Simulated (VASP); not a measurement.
Here is the system:

```
AsB
1.0
    0.00000     2.39476     2.39476
    2.39476     0.00000     2.39476
    2.39476     2.39476     0.00000
B As
1 1
Direct
  0.00000   0.00000   0.00000
  0.25000   0.25000   0.25000
```

These are PBE GGA with D3 dispersion (zero damping), VASP's PBE PAW potentials (set 64) (plane waves; VASP) values and carry that method's errors. Numerical set-up: 520 eV cut-off, Gaussian smearing of 0.050 eV, potentials B As.

**Question.** Give the energies of bands 2 to 7 at the high-symmetry points, in eV from the valence-band maximum.

**Answer.** 
| band | Γ | X | U | L | W |
|---|---|---|---|---|---|
| 2 | 0.00 | -8.49 | -8.11 | -8.73 | -8.03 |
| 3 | 0.00 | -4.05 | -5.90 | -1.81 | -5.44 |
| 4 | 0.00 | -4.05 | -3.46 | -1.81 | -5.15 |
| 5 | 3.27 | 1.44 | 2.04 | 2.65 | 5.24 |
| 6 | 3.27 | 1.45 | 5.52 | 4.77 | 5.89 |
| 7 | 3.27 | 11.29 | 9.16 | 4.77 | 6.78 |

The gap is indirect, 1.18 eV, from the valence maximum at Γ to the conduction minimum at Γ-X at 0.79.

Measured: gap 1.82 eV (computed value off by -0.64 eV), as given by Wikipedia, List of semiconductor materials.

The compound is BAs in the zinc blende structure. It was relaxed first.
